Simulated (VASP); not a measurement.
Runs of VASP 6.6.1 on NaP2. Symmetry: P6/mmm, No. 191, hexagonal system. The conventional cell has a = 4.111 Å, b = 4.111 Å, c = 4.389 Å, α = 90.00°, β = 90.00°, γ = 120.00°. Na (site symmetry 6/mmm) has 12 P at 3.23 Å as nearest neighbours. P (site symmetry -6m2) is surrounded by 3 P at 2.37 Å. The cell was built by a generator and needn't be a form met in nature.

```csv
task,level,potentials or basis,cell,cutoff (eV),smearing,optimiser,gap on the mesh (eV),pressure (GPa),relaxed volume (Å³/atom)
relaxation of the atoms,PBEsol,"VASP PAW PBE potentials, release 64 (Na_pv, P)",atoms relaxed,520,gaussian 0.05 eV,-,none,-1.9,-
single point,PBE,"VASP PAW PBE potentials, release 64 (Na_pv, P)",as given,520,fermi-dirac 0.05 eV,-,none,-0.5,-
relaxation of cell and atoms,optPBE-vdW,"VASP PAW PBE potentials, release 64 (Na_pv, P)",relaxed from: volume scaled by 1.04,600,tetrahedron,BFGS,none,0.0,21.44
relaxation of cell and atoms,PBE,"VASP PAW PBE potentials, release 64 (Na_pv, P)",relaxed,600,gaussian 0.05 eV,-,none,0.0,(a)
band structure,RPBE+D3,"VASP PAW PBE potentials, release 54 (Na_pv, P)",as given,520,fermi-dirac 0.05 eV,-,-,-0.7,-
```

Alike in all rows: no spin polarisation; k mesh 8 × 8 × 6.

Task: Estimate the missing entries.

Result: (a) 21.29.

Caveats: the PAW data sets were made with another functional, which shifts forces and pressure a little (some runs); the relaxation stopped at its first step, so nothing moved (some runs); tetrahedron occupations give inexact forces and stress in metals (some runs); pairwise dispersion overbinds metals, which lowers pressure and volume (some runs).

A gap of «none» marks a metal or a gap under the smearing width.
